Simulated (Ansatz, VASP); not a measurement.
# Na2Sb in VASP and in Ansatz

```
Na Sb
1.0
     3.24202    0.00000    0.00000
     0.00000    3.24202    0.00000
     0.00000    0.00000    4.57928
Na Sb
2 1
Cartesian
  1.6210 0.0000 2.2896
  0.0000 1.6210 2.2896
  0.0000 0.0000 0.0000
```

Change from the starting cell: volume scaled by 0.96.

Alike in both runs: task single point; functional PBE; k mesh 8 × 8 × 6; occupations fermi-dirac, width 0.05 eV; no spin polarisation.

```csv
,VASP,Ansatz
version,VASP 6.6.1,Ansatz 0.2.0
potentials or method,"VASP PAW PBE potentials, release 64 (Na_pv, Sb), cutoff 520 eV","all-electron LAPW, scalar-relativistic"
```

```tsv
	VASP	Ansatz	Ansatz less VASP
gap on the k mesh at the Fermi level (eV)	none	none	-
pressure (GPa)	41.9	41.4	-0.47
largest component of the traceless stress (GPa)	6.87	7.12	+0.245
```

A gap of «none» marks a metal or a gap that the smearing closes. Ansatz ran all-electron here, so the differences hold the error of VASP's frozen core and of both bases.

Caveats: so large a pressure means that the cell lies far from this level's equilibrium, or that cutoff or potentials fall short (VASP). The runs have no spin-orbit coupling, so splittings on Sb are missing.
